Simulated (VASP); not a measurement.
Given:

```xyz
4
Lattice="4.3452 2.1726 2.1726 2.1726 4.3452 2.1726 2.1726 2.1726 4.3452" Properties=species:S:1:pos:R:3 pbc="T T T"
Co     0.0000     0.0000     0.0000
Co     4.3452     4.3452     4.3452
O      2.1726     2.1726     2.1726
O      6.5178     6.5178     6.5178
```
Starting moments (μB, in the order of the record's atoms Co Co O O): 3.0 -3.0 0.0 0.0.

These are PBE GGA, VASP's PBE PAW potentials (set 64) (plane waves; VASP) values and carry that method's errors. Run with 520 eV cut-off, 8×8×8 Γ-centred mesh, Gaussian smearing of 0.050 eV, potentials Co O.

Question: Give the stress tensor in GPa (positive for a compressed cell).

Answer: 
```
-11.33    0.65    0.65
  0.65  -11.33    0.65
  0.65    0.65  -11.33
```
The pressure is its mean diagonal, -11.33 GPa.

The compound is CoO in the rock salt, AFM-II order structure. The cell was not relaxed at this level.
